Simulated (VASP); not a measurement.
Input for VASP

**KPOINTS**
```
kpoints
0
G
8 8 8
0 0 0
```

### POSCAR
```
MgSe
1
    0.0000000000     2.7300000000     2.7300000000
    2.7300000000     0.0000000000     2.7300000000
    2.7300000000     2.7300000000     0.0000000000
Mg Se
1 1
Direct
  0.0000000000   0.0000000000   0.0000000000
  0.5000000000   0.5000000000   0.5000000000
```

**INCAR**
```
GGA = PS   # PBEsol
PREC = Accurate
IBRION = 2   # conjugate gradients
NSW = 60
EDIFF = 1E-6
LWAVE = .FALSE.
LASPH = .TRUE.
ISIF = 3   # ions, shape and volume
EDIFFG = -0.01   # ionic stop
NELM = 100   # most electronic steps
LREAL = .FALSE.
ISMEAR = 0   # Gaussian
ALGO = Normal   # blocked Davidson
SYSTEM = MgSe
LCHARG = .FALSE.
SIGMA = 0.05   # width (eV)
ENCUT = 480   # plane-wave cut-off (eV)
LMAXMIX = 4
```

POTCAR, in this order: Mg Se (PBE.64 set). Program: vasp_std.

Question: Translate this PBEsol calculation to Ansatz.

Answer: One equivalent input (not run):
Ansatz 0.2 input:
```yaml
crystal:
  lattice:
    - [0.0000000, 2.7300000, 2.7300000]
    - [2.7300000, 0.0000000, 2.7300000]
    - [2.7300000, 2.7300000, 0.0000000]
  atoms:
    - { symbol: Mg, position: [0.0000000, 0.0000000, 0.0000000] }
    - { symbol: Se, position: [0.5000000, 0.5000000, 0.5000000] }
kpoints:
  mp_grid: { grid: [8, 8, 8] }
hamiltonian:
  xc: pbesol
  pseudopotentials: { kind: paw }
scf:
  occupations: { method: gaussian, width: 0.05 }
  max_iter: 100
relax:
  max_steps: 60
  f_tol: 0.01
  cell: {}
output: { forces: true, stress: true, eigenvalues: true }
```
The two are equivalent in intent, not identical: each code has its own PAW files, so the cut-off isn't converted (ENCUT is set for VASP's; basis.ecutwfc is left out, and Ansatz then takes the one that its files recommend); Ansatz stops its SCF on the density residual and VASP on the energy change (EDIFF).

The compound is MgSe in the rock salt structure. This run relaxes it. Symmetry was kept, so distortions that lower it aren't found.
